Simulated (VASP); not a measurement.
Shape and ions are relaxed at each volume.

Energy against volume of PbO$_{2}$ (rutile). All values below come from optB86b-vdW, VASP's PBE PAW potentials (set 64) (plane waves; VASP).

```json
[
 {"V (Å³/atom)": "13.610", "E (eV/atom)": "-3.22943"},
 {"V (Å³/atom)": "14.044", "E (eV/atom)": "-3.24719"},
 {"V (Å³/atom)": "14.479", "E (eV/atom)": "-3.25299"},
 {"V (Å³/atom)": "14.913", "E (eV/atom)": "-3.24902"},
 {"V (Å³/atom)": "15.347", "E (eV/atom)": "-3.23718"}
]
```

Question: Fit a third-order Birch-Murnaghan equation of state.

Answer: 
| Item | Value |
|---|---|
| volume per atom | 14.50 Å³/atom |
| bulk modulus | 118 GPa |
| pressure derivative of the bulk modulus | 5.98 |

The compound is PbO2 in the rutile structure. It was relaxed first.
